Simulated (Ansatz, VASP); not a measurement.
**Cross-check of InAs between VASP and Ansatz**

Aim: how closely do two programs agree when they are given the same cell, functional and k mesh? The cell is taken from a series of runs on this material, whose earlier steps may have relaxed, scaled, displaced or heated it; both programs get it as it stands.

Calculated with Ansatz 0.2.0; plane waves, with VASP 6.6.1 beside it; relaxation of cell and atoms at LDA.

### Step 1. Set-up

It takes space group F-43m (No. 216, cubic). The conventional cell has a = 6.036 Å, b = 6.036 Å, c = 6.036 Å, α = 90.00°, β = 90.00°, γ = 90.00°. Nearest to In lie 4 As at 2.61 Å. Nearest to As lie 4 In at 2.61 Å. Farther neighbours are not listed.

### Step 2. Ansatz: relaxation of cell and atoms, LDA

Ansatz runs on its default PAW (the set named soft_2) files.

The relaxed volume is the usual yardstick between codes: in a stiff, nearly cubic crystal its relative difference is about their pressure difference at one cell divided by the bulk modulus.

Input file input.yaml:

```yaml
crystal:
  lattice:
    - [0.0, 3.018, 3.018]
    - [3.018, 0.0, 3.018]
    - [3.018, 3.018, 0.0]
  atoms:
    - { symbol: In, position: [0.0, 0.0, 0.0] }
    - { symbol: As, position: [0.25, 0.25, 0.25] }
kpoints:
  mp_grid: { grid: [14, 14, 14] }
scf:
  occupations: { method: fermi_dirac, width: 0.05 }
hamiltonian:
  xc: lda
  pseudopotentials: { kind: paw }
output:
  forces: true
relax:
  f_tol: 0.01
  max_steps: 50
  cell: {}
```

Launch:

```bash
$ ansatz run input.yaml --threads 4 --pin off --max-ram 8192MiB --backend cpu --events-out ev --progress --plain --runs-dir out
```

Numbers of over 12 decimals in the logs are rounded to 6 here.

Log:

```text
Engine: ansatz 0.2.0, aarch64-unknown-linux-gnu
Pseudopotentials: kind: paw
Pseudopotential: In, paw, valence charge 13, recommended cutoff 420 eV (normal), In.paw.azcp
Pseudopotential: As, paw, valence charge 15, recommended cutoff 420 eV (normal), As.paw.azcp
Functional definition: SPW92
  exchange = slater_x
  correlation = pw_c
Crystal: 2 atoms, lattice volume = 54.978 Å³
Basis set: ecut = 420 eV, 1067 PW (Γ)
Bands: 18, of which v1, the nominal top of the filled ones, is band 14 counted from 1 (13 counted from 0)
Symmetry: 24 space group operations
Space group: F-43m (ITA 216), of the structure as read, at distance tolerance 3.8e-5 Å
k-points: 104 of 2744 (time reversal used)
Non-local potential: In, projectors of the file, l = 0: 2, l = 1: 2, l = 2: 2, l = 3: 2
Non-local potential: As, projectors of the file, l = 0: 2, l = 1: 2, l = 2: 3, l = 3: 1
PAW form: soft (Blöchl's): semilocal exchange-correlation on the pseudo side does not see the compensation charge
PAW frozen core: In, regenerated for the run's functional, and the local potential with it (the file was generated under x = pbe(κ = 0.804, μ = 0.219515), c = pbe(β = 0.066725))
PAW frozen core: As, regenerated for the run's functional, and the local potential with it (the file was generated under x = pbe(κ = 0.804, μ = 0.219515), c = pbe(β = 0.066725))
PAW one-centre angular grid: In, 590 points (default); XC on 64 Gauss nodes
PAW one-centre angular grid: As, 590 points (default); XC on 64 Gauss nodes
Initial density: superposition of atomic densities (neutral atoms: chi_scale 0, normalization atom), corrected by the library's trained network
Initial wavefunctions: pseudopotential atomic-orbital guess
Functional: x = slater, c = lda
SCF iter   1: F=—  HF=-10231.254224 eV  |F-HF|=—  |Δ(HF+E_count)|=         —  Δρ=7.08e-3  dr2=2.25e-2  ethr=1.77e-3  ⟨swp⟩=6.0  Hψ=9399  notcnv=0
preconditioner: auto → none  [insulator: Δε(μ)=0.586 eV  Ē_g=14.604 eV  σ=0.050 eV  W_gap=0.91  n_scr=14 (ndim 8)  ℏωp=21.2 eV  f_vac=0.106  D(μ)=0.01/eV (n_scr^D=0)  ε∞_Penn≈3.1]
SCF iter   2: F=—  HF=-10231.246221 eV  |F-HF|=—  |Δ(HF+E_count)|=   8.00e-3  Δρ=2.40e-3  dr2=1.46e-3  ethr=8.03e-5  ⟨swp⟩=3.0  Hψ=4086  notcnv=0
SCF iter   3: F=—  HF=-10231.246016 eV  |F-HF|=—  |Δ(HF+E_count)|=   2.04e-4  Δρ=7.55e-4  dr2=2.09e-4  ethr=5.22e-6  ⟨swp⟩=2.9  Hψ=3541  notcnv=0
SCF iter   4: F=—  HF=-10231.245983 eV  |F-HF|=—  |Δ(HF+E_count)|=   3.35e-5  Δρ=2.39e-4  dr2=2.00e-5  ethr=7.46e-7  ⟨swp⟩=2.8  Hψ=3313  notcnv=0
SCF iter   5: F=—  HF=-10231.245979 eV  |F-HF|=—  |Δ(HF+E_count)|=   4.18e-6  Δρ=2.00e-5  dr2=1.65e-7  ethr=7.13e-8  ⟨swp⟩=2.3  Hψ=2761  notcnv=0
SCF iter   6: F=-10231.245979 eV  HF=-10231.245979 eV  |F-HF|=5.28e-10  |Δ(HF+E_count)|=   3.08e-8  Δρ=4.83e-6  dr2=1.27e-8  ethr=3.57e-10  ⟨swp⟩=4.0  Hψ=6109  notcnv=0
SCF 1 converged in 6 iterations: F = -10231.245979 eV  dr2 = 1.27e-8
  greatest PAW one-centre occupation: 0.999 electrons in one spin orbital (limit 2), on the As atom at site 1 (counted from 0), in its partial waves of l = 2
relax step   1: F+E_penalty+E_count = -10231.24597871 eV  Δ(F+E_penalty+E_count) = +0.000e0 eV  max|allowed force component| = 1.214e-16 eV/Å  Δτ_max = 0.0000 Å  P = -0.299 GPa  Ω = 54.978 Å³  (6 SCF iters, dr2 threshold 1.00e-7 eV, accepted)
[...]
relax step   2: F+E_penalty+E_count = -10231.24626953 eV  Δ(F+E_penalty+E_count) = -2.908e-4 eV  max|allowed force component| = 4.077e-17 eV/Å  Δτ_max = 0.0000 Å  P = +0.105 GPa  Ω = 54.607 Å³  energy of the carried Pulay correction = +6.288e-5 eV  (4 SCF iters, dr2 threshold 2.00e-7 eV, accepted)
[...]
relax step   3: F+E_penalty+E_count = -10231.24628407 eV  Δ(F+E_penalty+E_count) = -1.454e-5 eV  max|allowed force component| = 3.614e-17 eV/Å  Δτ_max = 0.0000 Å  P = -0.001 GPa  Ω = 54.703 Å³  energy of the carried Pulay correction = +4.662e-5 eV  (4 SCF iters, dr2 threshold 2.74e-8 eV, accepted)
[...]
relax step   4: F+E_penalty+E_count = -10231.24623675 eV  Δ(F+E_penalty+E_count) = +4.732e-5 eV  max|allowed force component| = 3.643e-17 eV/Å  Δτ_max = 0.0000 Å  P = -0.001 GPa  Ω = 54.703 Å³  stress off target by 1.26e-3 GPa  SCF on the basis re-selected at this cell (its energy is not comparable with the rows above)  (5 SCF iters)
basis re-selected at this cell: Δ(F+E_penalty+E_count) = +4.732e-5 eV, ΔP = -0.000 GPa vs the last step (what re-selecting the basis moved, of the pressure what is left beyond the Pulay correction that the steps carried, after the strain that the cell walked since its last selection, with what the two solves' SCF thresholds leave and, on support functions, any second-order correction that the steps lacked; it is no m [...]
SCF converged after 5 iterations
Free energy (F): -10231.246237 eV
Harris-Foulkes:  -10231.246237 eV  (|F-HF|=1.82e-12)
Internal energy: -10231.246070 eV  (E = F + TS)
E sigma→0 (E₀):  -10231.246153 eV
Entropy (-TS):   -0.000167 eV (-0.083 meV/atom)
Fermi energy:    7.787765 eV
--- Per-component energies (eV) ---
  E_band       = -318.882982
  E_kinetic    = 348.493890
  E_local      = -3271.380848  (includes V_loc(G=0)·N_el)
  E_nonlocal   = -295.002698
  E_hartree    = 1578.671333
  E_xc         = -292.600407
  E_vxc        = -180.853979  (∫ρ·V_xc dr)
  E_paw        = -5769.760396  (= ΣΔE_a)
  E_vpaw       = -77.482044  (= ΣTr[D̂ρ^β])
  E_aug_tail   = 0.000036  (compensation charges beyond the density's cutoff)
  E_ewald      = -2532.026746
  E_core_change = 2.359766  (= ΣΔE_core)
  E_smearing   = -0.000167  (= −TS)
  E_closure    = -0.000000  (closes the sum)
  Σ components = -10231.246237   (vs F -10231.246237, Δ=0.00e0)
--- Forces (eV/Å), atoms counted from 1 ---
  atom   1  In     0.00000000    -0.00000000    -0.00000000
  atom   2  As    -0.00000000    -0.00000000     0.00000000
  max |Σ_I F_I| component: 5.67e-17 eV/Å
--- Stress (GPa, compression-positive) ---
       -0.001260       0.000000       0.000000
        0.000000      -0.001260       0.000000
        0.000000       0.000000      -0.001260
  P = ⅓ Tr σ = -0.0013 GPa (-0.013 kbar)
--- Relaxed structure (3 steps of the walk, 3 accepted, 1 SCFs on fresh bases) ---
  F+E_penalty+E_count = -10231.24623675 eV   max|allowed force component| = 3.643e-17 eV/Å   (the final SCF, on the basis selected at the relaxed cell)
  cell:  # Å, volume = 54.7029 Å³
    - [0, 3.012961, 3.012961]
    - [3.012961, 0, 3.012961]
    - [3.012961, 3.012961, 0]
  atoms:
    - { symbol: In, position: [0, 0, 0] }
    - { symbol: As, position: [0.25, 0.25, 0.25] }
```

### Step 3. VASP: relaxation of cell and atoms, LDA

The same cell, functional (in two slightly different forms), mesh and smearing now go to VASP, with its own data sets.

Lines of VASP's logs that name or quote its potential files are left out, and so is its time.

Input file INCAR:

```
SYSTEM = InAs
PREC = Accurate
ENCUT = 500
EDIFF = 1E-07
NELM = 120
ISMEAR = -1
SIGMA = 0.05
LREAL = .FALSE.
ALGO = Normal
GGA = CA
NBANDS = 15
LORBIT = 11
LWAVE = .FALSE.
LCHARG = .FALSE.
ISIF = 3
IBRION = 2
NSW = 80
EDIFFG = -0.005
LASPH = .TRUE.
GGA_COMPAT = .FALSE.
NELMIN = 4
```

Input file POSCAR:

```
InAs
1.0
    0.0000000000      3.0180000000      3.0180000000
    3.0180000000      0.0000000000      3.0180000000
    3.0180000000      3.0180000000      0.0000000000
In As
1 1
Direct
    0.0000000000      0.0000000000      0.0000000000
    0.2500000000      0.2500000000      0.2500000000
```

Input file KPOINTS:

```
Automatic mesh
0
Gamma
14 14 14
0 0 0
```

Potentials, in the order of the species: In_d and As (LDA family, release 64).

Launch:

```bash
$ mpirun -np 1 vasp_std
```

Log:

```text
[banner, memory and clock lines left out]
running    1 mpi-ranks, on    1 nodes
 distrk:  each k-point on    1 cores,    1 groups
 distr:  one band on    1 cores,    1 groups

 POSCAR found type information on POSCAR InAs
 POSCAR found :  2 types and       2 ions
 LDA part: xc-table for (Slater(with rela. corr.)+CA(PZ))
 , standard interpolation
 POSCAR, INCAR and KPOINTS ok, starting setup
 FFT: planning ... GRIDC
 FFT: planning ... GRID_SOFT
 FFT: planning ... GRID
 WAVECAR not read
 entering main loop
       N       E                     dE             d eps       ncg     rms          rms(c)
DAV:   1     0.111365528731E+03    0.11137E+03   -0.82150E+03  3127   0.127E+03
DAV:   2    -0.151245421273E+01   -0.11288E+03   -0.10836E+03  3337   0.299E+02
DAV:   3    -0.914018708085E+01   -0.76277E+01   -0.75875E+01  3995   0.790E+01
DAV:   4    -0.933707719495E+01   -0.19689E+00   -0.19682E+00  3827   0.142E+01
DAV:   5    -0.934549245560E+01   -0.84153E-02   -0.84151E-02  4650   0.257E+00    0.472E+00
DAV:   6    -0.907237485864E+01    0.27312E+00   -0.38231E-01  4913   0.111E+01    0.261E+00
DAV:   7    -0.903364386452E+01    0.38731E-01   -0.11070E-01  4353   0.313E+00    0.684E-01
DAV:   8    -0.903026671186E+01    0.33772E-02   -0.11817E-02  4144   0.133E+00    0.222E-01
DAV:   9    -0.903015409454E+01    0.11262E-03   -0.79076E-04  3946   0.258E-01    0.138E-01
DAV:  10    -0.903017716894E+01   -0.23074E-04   -0.11451E-04  4898   0.179E-01    0.708E-02
DAV:  11    -0.903018116691E+01   -0.39980E-05   -0.35794E-05  4756   0.117E-01    0.524E-02
DAV:  12    -0.903017856530E+01    0.26016E-05   -0.53353E-06  4687   0.326E-02    0.749E-03
DAV:  13    -0.903017860867E+01   -0.43371E-07   -0.71954E-07  3967   0.498E-03
   1 F= -.90301786E+01 E0= -.90300952E+01  d E =-.903018E+01
 curvature:   0.00 expect dE= 0.000E+00 dE for cont linesearch  0.000E+00
 trial: gam= 0.00000 g(F)=  0.256E-48 g(S)=  0.202E-03 ort = 0.000E+00 (trialstep = 0.100E+01)
 search vector abs. value=  0.202E-03
 bond charge predicted
       N       E                     dE             d eps       ncg     rms          rms(c)
DAV:   1    -0.903264505698E+01   -0.24665E-02   -0.56958E-02  3946   0.472E+00    0.323E-01
DAV:   2    -0.903055896600E+01    0.20861E-02   -0.42064E-03  3911   0.154E+00    0.110E-01
DAV:   3    -0.903022611865E+01    0.33285E-03   -0.93715E-04  4051   0.651E-01    0.709E-02
DAV:   4    -0.903022453885E+01    0.15798E-05   -0.43476E-05  3393   0.601E-02    0.535E-02
DAV:   5    -0.903021606118E+01    0.84777E-05   -0.48947E-06  3898   0.219E-02    0.225E-02
DAV:   6    -0.903021500065E+01    0.10605E-05   -0.18577E-06  4876   0.154E-02    0.322E-03
DAV:   7    -0.903021498396E+01    0.16684E-07   -0.18239E-07  2838   0.722E-03
   2 F= -.90302150E+01 E0= -.90301317E+01  d E =-.363753E-04
 trial-energy change:   -0.000036  1 .order   -0.000048   -0.000202    0.000105
 step:   0.6017(harm=  0.6571)  dis= 0.00000  next Energy=    -9.030237 (dE=-0.581E-04)
 bond charge predicted
       N       E                     dE             d eps       ncg     rms          rms(c)
DAV:   1    -0.903062138423E+01   -0.40638E-03   -0.91220E-03  3960   0.190E+00    0.128E-01
DAV:   2    -0.903029146144E+01    0.32992E-03   -0.66299E-04  3890   0.605E-01    0.438E-02
DAV:   3    -0.903023823207E+01    0.53229E-04   -0.15144E-04  4065   0.261E-01    0.281E-02
DAV:   4    -0.903023802223E+01    0.20984E-06   -0.70114E-06  3351   0.242E-02    0.213E-02
DAV:   5    -0.903023667234E+01    0.13499E-05   -0.77268E-07  3916   0.873E-03    0.919E-03
DAV:   6    -0.903023649222E+01    0.18012E-06   -0.31042E-07  4529   0.622E-03    0.120E-03
DAV:   7    -0.903023648760E+01    0.46189E-08   -0.28700E-08  1819   0.306E-03
   3 F= -.90302365E+01 E0= -.90301531E+01  d E =-.578789E-04
 curvature:  -0.32 expect dE=-0.871E-08 dE for cont linesearch -0.871E-08
 trial: gam=-0.01149 g(F)=  0.359E-47 g(S)=  0.272E-07 ort = 0.234E-05 (trialstep = 0.920E+00)
 search vector abs. value=  0.104E-09
 reached required accuracy - stopping structural energy minimisation
```

OUTCAR, selected parts (step 3):

```text
ion  position               nearest neighbor table
   1  0.000  0.000  0.000-   2 2.61   2 2.61   2 2.61   2 2.61
   2  0.250  0.250  0.250-   1 2.61   1 2.61   1 2.61   1 2.61

  LATTYP: Found a face centered cubic cell.
 ALAT       =     6.0360000000

 Subroutine GETGRP returns: Found 24 space group operations
 (whereof 24 operations were pure point group operations)

The static configuration has the point symmetry T_d .

 Found    104 irreducible k-points:

   k-points           NKPTS =    104   k-points in BZ     NKDIM =    104   number of bands    NBANDS=     15

   dimension x,y,z NGX =    32 NGY =   32 NGZ =   32
   dimension x,y,z NGXF=    64 NGYF=   64 NGZF=   64

   ENCUT  =  500.0 eV  36.75 Ry    6.06 a.u.   7.78  7.78  7.78*2*pi/ulx,y,z

   NELECT =      18.0000    total number of electrons

 k-points in reciprocal lattice and weights: Automatic mesh
   0.00000000  0.00000000  0.00000000       0.000
   0.07142857  0.00000000  0.00000000       0.003
   0.14285714  0.00000000  0.00000000       0.003
   0.21428571  0.00000000  0.00000000       0.003
   0.28571429  0.00000000  0.00000000       0.003
   0.35714286  0.00000000  0.00000000       0.003
   0.42857143  0.00000000  0.00000000       0.003
   0.50000000  0.00000000  0.00000000       0.001
   0.07142857  0.07142857  0.00000000       0.002
[...]
-0.28571429  0.42857143  0.21428571       0.009
  -0.28571429  0.50000000  0.21428571       0.004

 average (electrostatic) potential at core
       1 -96.0436       2 -53.0445

 E-fermi :   4.5308

 k-point     1 :       0.0000    0.0000    0.0000
  band No.  band energies     occupation
    ...
      6      -7.5480      2.00000
      7       4.0620      1.99983
      8       4.4168      1.81456
      9       4.4168      1.81456
     10       4.4168      1.81456
     11       8.2435      0.00000
     12       8.2435      0.00000
     13       8.2435      0.00000
     14      11.7266      0.00000
     15      14.1552      0.00000

 k-point     2 :       0.0714    0.0000    0.0000
  band No.  band energies     occupation
    ...
      5      -9.8241      2.00000
      6      -7.4934      2.00000
      7       3.2375      2.00000
      8       4.3464      1.95123
      9       4.3464      1.95123
     10       5.0518      0.00006
     11       8.2543      0.00000
     12       8.3465      0.00000
     13       8.3465      0.00000
     14      12.0626      0.00000
    ...

 k-point     3 :       0.1429    0.0000    0.0000
  band No.  band energies     occupation
    ...
      5      -9.8241      2.00000
      6      -7.3338      2.00000
      7       2.1862      2.00000
      8       4.1669      1.99862
      9       4.1669      1.99862
     10       5.4946      0.00000
     11       8.4775      0.00000
     12       8.5993      0.00000
     13       8.5993      0.00000
     14      12.7237      0.00000
    ...

  Total       -0.0006134     -0.0006134     -0.0006134     -0.0000000     -0.0000000     -0.0000000
  in kB       -0.0179166     -0.0179166     -0.0179166     -0.0000000     -0.0000000     -0.0000000
  external PRESSURE =      -0.0179166 kB  Pullay stress =       0.0000000 kB

  energy-cutoff  :      500.00
  volume of cell :       54.85
      direct lattice vectors                 reciprocal lattice vectors
     0.000000000  3.015688150  3.015688150    -0.165799637  0.165799637  0.165799637
     3.015688150 -0.000000000  3.015688150     0.165799637 -0.165799637  0.165799637
     3.015688150  3.015688150  0.000000000     0.165799637  0.165799637 -0.165799637

 POSITION                                       TOTAL-FORCE (eV/Angst)
 -----------------------------------------------------------------------------------
      0.00000      0.00000      0.00000         0.000000      0.000000      0.000000
      1.50784      1.50784      1.50784        -0.000000     -0.000000     -0.000000
 -----------------------------------------------------------------------------------
    total drift:                               -0.000000     -0.000000     -0.000000

  FREE ENERGIE OF THE ION-ELECTRON SYSTEM (eV)
  ---------------------------------------------------
  free  energy   TOTEN  =        -9.0302364876 eV

  energy  without entropy=       -9.0300697926  energy(sigma->0) =       -9.03015314

 reached required accuracy - stopping structural energy minimisation

 total charge
# of ion       s       p       d       tot
------------------------------------------
    1        0.865   0.751   9.886  11.502
    2        1.229   1.568   0.023   2.820
--------------------------------------------------
tot          2.093   2.320   9.909  14.322

[... 3 further parts left out ...]
```

CONTCAR:

```
InAs
   1.00000000000000
     0.0000000000000000    3.0156881500955066    3.0156881500955066
     3.0156881500955066   -0.0000000000000000    3.0156881500955066
     3.0156881500955066    3.0156881500955066    0.0000000000000000
  In              As
     1     1
Direct
     0.0000000000000000    0.0000000000000000    0.0000000000000000
     0.2500000000000000    0.2500000000000000    0.2500000000000000
```

The run keeps the 24 symmetry operations of its start, so it cannot find a distortion of lower symmetry.

### Step 4. Comparison

Known differences besides the potentials themselves: the two LDA forms differ slightly; the data sets hold 28 valence electrons in Ansatz (on its default PAW (the set named soft_2) files) and 18 in VASP; the cutoff is 420 eV in Ansatz and 500 eV in VASP; VASP's log shows a relativistic correction to its local exchange, Ansatz's none; Ansatz adds a Pulay correction to the stress that steers its cell, VASP none. Total energies have different zeros and are not compared.

Compared:

| quantity | Ansatz | VASP | difference |
| --- | --- | --- | --- |
| volume (Å³) | 54.70 | 54.85 | -0.27 % |
| edge a after relaxation, in the typed setting (Å) | 4.261 | 4.265 | -0.09 % |

### Step 5. Results

* difference in volume (relaxation of cell and atoms, LDA): -0.27 %

The difference in volume is -0.27 % (relaxation of cell and atoms, LDA), within the 1.2 % picked in this series as the mark of a large difference, as far as the stopping tolerances let one tell. The data sets hold unlike numbers of valence electrons (28 in Ansatz and 18 in VASP), so part of the differences comes from the potentials. 1 further run of this series is not shown here. Such differences can come from data sets, numerical settings and the points named under the comparisons, not from the functional's error against experiment.

[Lines on the potential files, build, host, timing and source positions are cut from VASP's logs without a mark.]

[Logs are printed without paths, hosts, clocks, repeated set-up lines and the standing remarks that a program may print on its own settings, such as how far it seeks lower states.]

[Hosts, paths, dates, database ids (printed as entryN), source tags and the programs' standing remarks are cut or masked in the printed files.]
